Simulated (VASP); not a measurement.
Given:

```
CELL_PARAMETERS angstrom
      4.73154     0.00000     0.00000
      0.00000     4.73154     0.00000
      0.00000     0.00000     4.73154
ATOMIC_POSITIONS crystal
  Si 0.16228 0.33772 0.66228
  Si 0.33772 0.66228 0.16228
  Si 0.66228 0.16228 0.33772
  Si 0.83772 0.83772 0.83772
  Ru 0.87036 0.62964 0.37036
  Ru 0.62964 0.37036 0.87036
  Ru 0.37036 0.87036 0.62964
  Ru 0.12964 0.12964 0.12964
```

All values below come from PBE GGA, VASP's PBE PAW potentials (set 64) (plane waves; VASP). Numerical set-up: 400 eV cut-off, 4×4×4 Γ-centred mesh, Gaussian smearing of 0.050 eV, potentials Si Ru_pv.

What does the run give for the energy per atom (σ→0)?

| Quantity | Result |
|---|---|
| energy per atom (σ→0) | -7.960 eV/atom |

The absolute energy has meaning only against runs of the same code, potentials and settings.

The structure comes from a computed database's SiRu entry (P2_13); how it stands against other phases isn't given here. It was relaxed first. The start is the result of an earlier pass.
